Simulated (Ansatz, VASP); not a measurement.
# GaF in VASP and in Ansatz

```
CELL_PARAMETERS angstrom
0.00000 2.84624 2.84624
2.84624 0.00000 2.84624
2.84624 2.84624 0.00000
ATOMIC_POSITIONS crystal
Ga 0.25000 0.25000 0.25000
F 0.00000 0.00000 0.00000
```

The cell was built by a generator and needn't be a form met in nature.

Alike in both runs: task single point; functional PBE; k mesh 5 × 5 × 5; occupations fermi-dirac, width 0.03 eV; no spin polarisation.

|  | VASP | Ansatz |
| --- | --- | --- |
| version | VASP 6.6.1 | Ansatz 0.2.0 |
| potentials or method | VASP PAW PBE potentials, release 64 (Ga_d, F), cutoff 520 eV | all-electron LAPW, scalar-relativistic |

```csv
,VASP,Ansatz,Ansatz less VASP
gap on the k mesh at the Fermi level (eV),2.72,2.72,+0.003
least direct gap on the mesh (eV),2.80,2.81,+0.002
pressure (GPa),-0.1,0.0,+0.11
```

Ansatz ran all-electron here, so the differences hold the error of VASP's frozen core and of both bases.

Caveats: an odd mesh through Γ misses points on the zone boundary, where band edges often lie.
